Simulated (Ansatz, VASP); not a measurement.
## RhPb: VASP beside Ansatz

Wanted: the spread between two codes on one cell, functional and k mesh. The cell is taken from a series of runs on this material, whose earlier steps may have relaxed, scaled, displaced or heated it; both programs get it as it stands.

Method: plane waves, with VASP 6.6.1 beside it; relaxation of cell and atoms at PBEsol, in Ansatz 0.2.0.

## 1. Starting point

Symmetry: P-62m, No. 189, hexagonal system. Conventional cell: a = 5.682 Å, b = 5.682 Å, c = 4.425 Å, α = 90.00°, β = 90.00°, γ = 120.00°. Nearest to Rh lie 5 Pb at 2.68 to 2.76 Å and 4 Rh at 2.85 Å. Nearest to Pb lie 6 Rh at 2.76 Å. Pb has 3 Rh at 2.68 Å nearest. Farther neighbours are not listed.

## 2. VASP: relaxation of cell and atoms, PBEsol, pair 1

The relaxed volume is the usual yardstick between codes: in a stiff, nearly cubic crystal its relative difference is about their pressure difference at one cell divided by the bulk modulus.

Lines of VASP's logs that name or quote its potential files are left out, and so is its time.

INCAR reads:

```
SYSTEM = RhPb
PREC = Accurate
ENCUT = 500
EDIFF = 1E-07
NELM = 120
ISMEAR = 1
SIGMA = 0.15
LREAL = .FALSE.
ALGO = Normal
GGA = PS
NBANDS = 53
LASPH = .TRUE.
LORBIT = 11
LWAVE = .FALSE.
LCHARG = .FALSE.
ISIF = 3
IBRION = 2
NSW = 80
EDIFFG = -0.005
GGA_COMPAT = .FALSE.
NELMIN = 4
KPAR = 2
```

POSCAR reads:

```
RhPb
1.0
    5.6820940000      0.0000000000      0.0000000000
   -2.8410470000      4.9208380000      0.0000000000
    0.0000000000      0.0000000000      4.4247270000
Rh Pb
3 3
Direct
    0.5283539836      0.0000000000      0.0000000000
    0.4716461410      0.4716460895      0.0000000000
    0.9999998754      0.5283539105      0.0000000000
    0.3333333672      0.6666667344      0.5000001130
    0.6666666328      0.3333332656      0.5000001130
    0.0000000000      0.0000000000      0.0000000000
```

KPOINTS reads:

```
Automatic mesh
0
Gamma
6 6 8
0 0 0
```

The projector-augmented-wave data sets are Rh_pv and Pb_d (PBE family, release 64).

Command:

```console
$ mpirun -np 2 vasp_std
```

Numbers of over 12 decimals in the logs are rounded to 6 here.

The program printed:

```text
[banner, memory and clock lines left out]
running    2 mpi-ranks, on    1 nodes
 distrk:  each k-point on    1 cores,    2 groups
 distr:  one band on    1 cores,    1 groups

 POSCAR found type information on POSCAR RhPb
 POSCAR found :  2 types and       6 ions
|                                                                             |
|               ----> ADVICE to this user running VASP <----                  |
|                                                                             |
|     You enforced a specific xc type in the INCAR file but a different       |
|     [... a line on the potential file left out ...]
|     I HOPE YOU KNOW WHAT YOU ARE DOING!                                     |
|                                                                             |

 LDA part: xc-table for (Slater+PW92), standard interpolation
 POSCAR, INCAR and KPOINTS ok, starting setup
 FFT: planning ... GRIDC
 FFT: planning ... GRID_SOFT
 FFT: planning ... GRID
 WAVECAR not read
 entering main loop
       N       E                     dE             d eps       ncg     rms          rms(c)
DAV:   1     0.123426409345E+04    0.12343E+04   -0.45328E+04  3798   0.201E+03
DAV:   2     0.946695974308E+02   -0.11396E+04   -0.11092E+04  3788   0.618E+02
DAV:   3    -0.312778059886E+02   -0.12595E+03   -0.11928E+03  4101   0.225E+02
DAV:   4    -0.379285243249E+02   -0.66507E+01   -0.65499E+01  4627   0.523E+01
DAV:   5    -0.381506531745E+02   -0.22213E+00   -0.22196E+00  5091   0.936E+00    0.122E+01
DAV:   6    -0.371637522719E+02    0.98690E+00   -0.14143E+00  4323   0.929E+00    0.558E+00
DAV:   7    -0.368991751163E+02    0.26458E+00   -0.76693E-01  4694   0.593E+00    0.172E+00
DAV:   8    -0.368783828736E+02    0.20792E-01   -0.16692E-01  4251   0.298E+00    0.482E-01
DAV:   9    -0.368752156917E+02    0.31672E-02   -0.20689E-02  4453   0.143E+00    0.102E-01
DAV:  10    -0.368752527253E+02   -0.37034E-04   -0.20256E-03  4866   0.502E-01    0.526E-02
DAV:  11    -0.368752889874E+02   -0.36262E-04   -0.24560E-04  4603   0.113E-01    0.119E-02
DAV:  12    -0.368752920297E+02   -0.30423E-05   -0.21655E-05  4862   0.439E-02    0.787E-03
DAV:  13    -0.368752919061E+02    0.12357E-06   -0.31034E-06  4007   0.109E-02    0.168E-03
DAV:  14    -0.368752914289E+02    0.47722E-06   -0.26609E-07  3214   0.430E-03    0.533E-04
DAV:  15    -0.368752915063E+02   -0.77360E-07   -0.38768E-08  2203   0.156E-03
   1 F= -.36875292E+02 E0= -.36875823E+02  d E =-.368753E+02
 curvature:   0.00 expect dE= 0.000E+00 dE for cont linesearch  0.000E+00
 trial: gam= 0.00000 g(F)=  0.323E-09 g(S)=  0.768E-04 ort = 0.000E+00 (trialstep = 0.100E+01)
 search vector abs. value=  0.768E-04
 bond charge predicted
       N       E                     dE             d eps       ncg     rms          rms(c)
DAV:   1    -0.368786986746E+02   -0.34072E-02   -0.63543E-02  4351   0.239E+00    0.414E-01
DAV:   2    -0.368764221257E+02    0.22765E-02   -0.22276E-02  3921   0.965E-01    0.203E-01
DAV:   3    -0.368753395375E+02    0.10826E-02   -0.35034E-03  4317   0.451E-01    0.506E-02
DAV:   4    -0.368752806172E+02    0.58920E-04   -0.48260E-04  4684   0.180E-01    0.147E-02
DAV:   5    -0.368752765919E+02    0.40253E-05   -0.41578E-05  4591   0.569E-02    0.107E-02
DAV:   6    -0.368752726731E+02    0.39188E-05   -0.71328E-06  4537   0.183E-02    0.203E-03
DAV:   7    -0.368752726974E+02   -0.24251E-07   -0.55346E-07  3513   0.523E-03
   2 F= -.36875273E+02 E0= -.36875807E+02  d E =0.188089E-04
 trial-energy change:    0.000019  1 .order    0.000015   -0.000077    0.000107
 step:   0.3883(harm=  0.4189)  dis= 0.00000  next Energy=   -36.875306 (dE=-0.147E-04)
 bond charge predicted
       N       E                     dE             d eps       ncg     rms          rms(c)
DAV:   1    -0.368765847536E+02   -0.13121E-02   -0.23750E-02  4341   0.146E+00    0.254E-01
DAV:   2    -0.368757171733E+02    0.86758E-03   -0.83077E-03  3896   0.590E-01    0.124E-01
DAV:   3    -0.368753196102E+02    0.39756E-03   -0.13123E-03  4292   0.277E-01    0.307E-02
DAV:   4    -0.368753029905E+02    0.16620E-04   -0.18110E-04  4679   0.110E-01    0.906E-03
DAV:   5    -0.368753051134E+02   -0.21229E-05   -0.15666E-05  4583   0.350E-02    0.659E-03
DAV:   6    -0.368753062262E+02   -0.11128E-05   -0.27169E-06  4521   0.112E-02    0.121E-03
DAV:   7    -0.368753061412E+02    0.84978E-07   -0.19172E-07  2736   0.321E-03
   3 F= -.36875306E+02 E0= -.36875839E+02  d E =-.146350E-04
 curvature:  -0.21 expect dE=-0.110E-06 dE for cont linesearch -0.336E-07
 trial: gam=-0.03896 g(F)=  0.878E-07 g(S)=  0.437E-06 ort = 0.352E-05 (trialstep = 0.878E+00)
 search vector abs. value=  0.368E-06
 reached required accuracy - stopping structural energy minimisation
```

Parts of OUTCAR (step 2):

```text
ion  position               nearest neighbor table
   1  0.528  0.000  0.000-   6 2.68   5 2.76   4 2.76   5 2.76   4 2.76   3 2.85   2 2.85   2 2.85
                             3 2.85   6 3.00
   2  0.472  0.472  0.000-   6 2.68   5 2.76   4 2.76   5 2.76   4 2.76   3 2.85   1 2.85   1 2.85
                             3 2.85   6 3.00
   3  1.000  0.528  0.000-   6 2.68   5 2.76   4 2.76   5 2.76   4 2.76   2 2.85   1 2.85   1 2.85
                             2 2.85   6 3.00
   4  0.333  0.667  0.500-   1 2.76   2 2.76   3 2.76   1 2.76   2 2.76   3 2.76   5 3.28   5 3.28
                             5 3.28   6 3.96   6 3.96   6 3.96   6 3.96   6 3.96   6 3.96
   5  0.667  0.333  0.500-   3 2.76   1 2.76   2 2.76   3 2.76   1 2.76   2 2.76   4 3.28   4 3.28
                             4 3.28   6 3.96   6 3.96   6 3.96   6 3.96   6 3.96   6 3.96
   6  0.000  0.000  0.000-   1 2.68   3 2.68   2 2.68   2 3.00   1 3.00   3 3.00   5 3.96   4 3.96
                             4 3.96   5 3.96   4 3.96   5 3.96   4 3.96   5 3.96   5 3.96   4 3.96

  LATTYP: Found a hexagonal cell.
 ALAT       =     5.6820940000
 C/A-ratio  =     0.7787141501

 Subroutine GETGRP returns: Found 12 space group operations
 (whereof 12 operations were pure point group operations)

The static configuration has the point symmetry D_3h.

 Found     35 irreducible k-points:

   k-points           NKPTS =     35   k-points in BZ     NKDIM =     35   number of bands    NBANDS=     53

   dimension x,y,z NGX =    42 NGY =   42 NGZ =   32
   dimension x,y,z NGXF=    84 NGYF=   84 NGZF=   64

   ENCUT  =  500.0 eV  36.75 Ry    6.06 a.u.  10.36 10.36  8.07*2*pi/ulx,y,z

   NELECT =      87.0000    total number of electrons

 k-points in reciprocal lattice and weights: Automatic mesh
   0.00000000  0.00000000  0.00000000       0.003
   0.16666667 -0.00000000  0.00000000       0.021
   0.33333333  0.00000000  0.00000000       0.021
   0.50000000  0.00000000  0.00000000       0.010
   0.16666667  0.16666667  0.00000000       0.021
   0.33333333  0.16666667  0.00000000       0.042
   0.33333333  0.33333333  0.00000000       0.007
   0.00000000  0.00000000  0.12500000       0.007
   0.16666667 -0.00000000  0.12500000       0.042
[...]
0.33333333  0.16666667  0.50000000       0.042
   0.33333333  0.33333333  0.50000000       0.007

 average (electrostatic) potential at core
       1 -72.6335       2 -72.6335       3 -72.6335       4 -87.9360       5 -87.9361
       6 -88.0072

 E-fermi :   9.0860

 k-point     1 :       0.0000    0.0000    0.0000
  band No.  band energies     occupation
    ...
     40       7.9839      2.00000
     41       7.9839      2.00000
     42       8.1715      2.00000
     43       8.1715      2.00000
     44       9.0881      0.97640
     45       9.4124     -0.00869
     46      11.0066     -0.00000
     47      11.0066     -0.00000
     48      12.3624      0.00000
     49      12.9438      0.00000
    ...

 k-point     2 :       0.1667   -0.0000    0.0000
  band No.  band energies     occupation
    ...
     39       7.8929      2.00000
     40       7.9725      2.00000
     41       8.1535      2.00000
     42       8.2547      2.00000
     43       8.8230      2.03257
     44       9.5377     -0.00018
     45       9.7224     -0.00000
     46      11.1280     -0.00000
     47      11.1555     -0.00000
     48      12.3930      0.00000
    ...

 k-point     3 :       0.3333    0.0000    0.0000
  band No.  band energies     occupation
    ...
     38       6.9811      2.00000
     39       7.6826      2.00000
     40       7.7093      2.00000
     41       8.1457      2.00000
     42       8.2355      2.00000
     43       9.8625     -0.00000
     44       9.9023     -0.00000
     45      10.0319     -0.00000
     46      11.3361     -0.00000
     47      12.0320     -0.00000
    ...

  Total       -0.0001951     -0.0001951      0.0073693      0.0000000     -0.0000000     -0.0000000
  in kB       -0.0025253     -0.0025253      0.0953832      0.0000000     -0.0000000     -0.0000000
  external PRESSURE =       0.0301109 kB  Pullay stress =       0.0000000 kB

  energy-cutoff  :      500.00
  volume of cell :      123.78
      direct lattice vectors                 reciprocal lattice vectors
     5.683040797  0.000000000 -0.000000000     0.175962136  0.101591782  0.000000000
    -2.841520398  4.921657950 -0.000000000     0.000000000  0.203183563  0.000000000
     0.000000000 -0.000000000  4.425584885     0.000000000  0.000000000  0.225958834

 POSITION                                       TOTAL-FORCE (eV/Angst)
 -----------------------------------------------------------------------------------
      3.00266     -0.00000      4.42558         0.000779     -0.000000      0.000000
      1.34019      2.32128     -0.00000        -0.000389     -0.000675      0.000000
      4.18171      2.60038      4.42558        -0.000389      0.000675      0.000000
     -0.00000      3.28111      2.21279        -0.000000     -0.000000      0.000000
      2.84152      1.64055      2.21279        -0.000000     -0.000000      0.000000
      0.00000     -0.00000      0.00000        -0.000000     -0.000000      0.000000
 -----------------------------------------------------------------------------------
    total drift:                               -0.000104     -0.000143     -0.000228

  FREE ENERGIE OF THE ION-ELECTRON SYSTEM (eV)
  ---------------------------------------------------
  free  energy   TOTEN  =       -36.8753061412 eV

  energy  without entropy=      -36.8769035885  energy(sigma->0) =      -36.87583862

 reached required accuracy - stopping structural energy minimisation

 total charge
# of ion       s       p       d       tot
------------------------------------------
    1        0.316   6.221   7.316  13.853
    2        0.316   6.221   7.316  13.853
    3        0.316   6.221   7.316  13.853
    4        1.237   0.995   9.863  12.095
    5        1.237   0.995   9.863  12.095
    6        1.272   0.888   9.855  12.015
--------------------------------------------------
tot          4.693  21.541  51.528  77.763

[... 3 further parts left out ...]
```

CONTCAR:

```
RhPb
   1.00000000000000
     5.6830407969557371    0.0000000000000000   -0.0000000000000000
    -2.8415203984778685    4.9216579503405189   -0.0000000000000000
     0.0000000000000000   -0.0000000000000000    4.4255848852419382
  Rh              Pb
     3     3
Direct
     0.5283541394374883    0.0000000000000000    1.0000000000000000
     0.4716459851625114    0.4716459336625089    0.0000000000000000
     0.9999998754000003    0.5283540663374912    1.0000000000000000
     0.3333333671999981    0.6666667344000032    0.5000001129999987
     0.6666666328000019    0.3333332655999968    0.5000001129999987
     0.0000000000000000    0.0000000000000000    0.0000000000000000
```

This run has no spin polarisation. Its electron count is odd, so without a moment it is a metal by construction. The PAW data sets were made with PBE, which is usual practice but a small mismatch for other functionals. The run keeps the 12 symmetry operations of its start, so it cannot find a distortion of lower symmetry.

[end of part 1 of 3]

[Lines on the potential files, build, host, timing and source positions are cut from VASP's logs without a mark.]

[Logs are printed without paths, hosts, clocks, repeated set-up lines and the standing remarks that a program may print on its own settings, such as how far it seeks lower states.]

[Hosts, paths, dates, database ids (printed as entryN), source tags and the programs' standing remarks are cut or masked in the printed files.]
